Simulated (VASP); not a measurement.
All values below come from LDA (Ceperley-Alder, Perdew-Zunger), VASP's LDA PAW potentials (set 64) (plane waves; VASP).

The input files of a VASP run:

**POSCAR**
```
HfN
1
    0.0000000000     2.2086054280     2.2086054280
    2.2086054280     0.0000000000     2.2086054280
    2.2086054280     2.2086054280     0.0000000000
Hf N
1 1
Direct
  0.0000000000   0.0000000000   0.0000000000
  0.5000000000   0.5000000000   0.5000000000
```

**INCAR**
```
NELM  =  100   ! most electronic steps
LCHARG  =  .FALSE.
SYSTEM  =  HfN
PREC  =  Accurate
IBRION  =  2   ! conjugate gradients
ALGO  =  Normal
LWAVE  =  .FALSE.
PSTRESS  =  200   ! kbar
ENCUT  =  620   ! plane-wave cut-off (eV)
LREAL  =  .FALSE.   ! projection in real space or not
EDIFFG  =  -0.02   ! ionic stop
EDIFF  =  1E-6   ! SCF stop (eV)
LMAXMIX  =  6   ! l cut-off of mixed one-centre charges
ISMEAR  =  1   ! Methfessel-Paxton
ISIF  =  3   ! ions, shape and volume
NSW  =  40
SIGMA  =  0.1   ! width (eV)
LASPH  =  .TRUE.   ! aspherical one-centre terms
```

### KPOINTS
```
Regular mesh
0
G
  14 14 14
```

POTCAR, in this order: Hf_pv N (LDA.64 set). Program: vasp_std.

Task: What will the output report for the number of irreducible k-points (NKPTS), largest plane-wave count, number of space-group operations, FFT grid (NGX, NGY, NGZ)?

Result: 
| Quantity | Value |
|---|---|
| number of irreducible k-points (NKPTS) | 104 |
| largest plane-wave count | 769 |
| number of space-group operations | 48 |
| FFT grid (NGX, NGY, NGZ) | 28 × 28 × 28 |

The compound is HfN in the rock salt structure. This run relaxes it under an external pressure of 20 GPa. Symmetry was kept, so distortions that lower it aren't found. The electron count is odd and the run is not spin-polarised, which forces a metal.
